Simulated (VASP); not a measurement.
SiC (4h):

```xyz
8
Lattice="1.5403 -2.6678 0.0000 1.5403 2.6678 0.0000 0.0000 0.0000 10.0848" Properties=species:S:1:pos:R:3 pbc="T T T"
Si     0.0000     0.0000     0.0000
Si     0.0000     0.0000     5.0424
Si     1.5403    -0.8893     7.5654
Si     1.5403     0.8893     2.5230
C      0.0000     0.0000     8.1905
C      0.0000     0.0000     3.1481
C      1.5403    -0.8893     5.6807
C      1.5403     0.8893     0.6383
```

The lowest empty band near M, direction to Γ, from PBE with spin-orbit coupling in VASP (PAW); its two spin partners are averaged. The gap over the points computed is 2.19 eV, and the next band on that side lies 0.13 eV away at the edge.

Settings: 520 eV cut-off, 9×9×3 Γ-centred mesh, Gaussian smearing of 0.050 eV, potentials Si C.

```tsv
distance from the edge in k (1/Å)	distance in energy (meV)
0.025	4.2
0.035	8.2
0.050	16.8
0.070	32.6
```

### Question
Fit E(1 + αE) = ħ²k²/2m* (ħ²/2m0 = 3.810 eV Å²) and predict the row at 0.095 1/Å.

### Answer
The rows don't resolve α, so a parabola serves: the electron mass is m* = 0.571 m0, and so 60.2 meV. The run gave 59.7 meV, -0.5 meV from the fit.

Left out are points under 3 meV from the edge, since the levels carry 0.1 meV, and points farther than half the way to the next band.

The compound is SiC in the 4h structure. The cell was not relaxed at this level.
